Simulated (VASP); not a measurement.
Consider the following.

```yaml
crystal:
  lattice:
    - [0.00000, 3.54447, 3.54447]
    - [3.54447, 0.00000, 3.54447]
    - [3.54447, 3.54447, 0.00000]
  atoms:
    - { symbol: Ba, position: [0.00000, 0.00000, 0.00000] }
    - { symbol: Te, position: [0.50000, 0.50000, 0.50000] }
```

All values below come from PBE GGA, VASP's PBE PAW potentials (set 64) (plane waves; VASP 6.6.1). Settings: 520 eV cut-off, Gaussian smearing of 0.050 eV, potentials Ba_sv Te.

Unless said otherwise, spin-orbit coupling is left out, though it shifts the bands of the heavy elements here.

### Question
Give the energies of bands 6 to 11 at the high-symmetry points, in eV from the valence-band maximum.

### Answer

| band | Γ | X | U | L | W |
|---|---|---|---|---|---|
| 6 | 0.00 | -1.12 | -1.22 | -2.13 | -1.21 |
| 7 | 0.00 | -0.38 | -1.04 | -1.05 | -0.92 |
| 8 | 0.00 | -0.38 | -0.74 | -1.05 | -0.92 |
| 9 | 2.77 | 1.60 | 2.60 | 4.14 | 3.50 |
| 10 | 2.95 | 4.37 | 4.91 | 4.66 | 3.50 |
| 11 | 2.95 | 4.48 | 5.04 | 4.80 | 4.71 |

The gap is indirect, 1.60 eV, from the valence maximum at Γ to the conduction minimum at X.

The compound is BaTe in the rock salt structure. It was relaxed first.
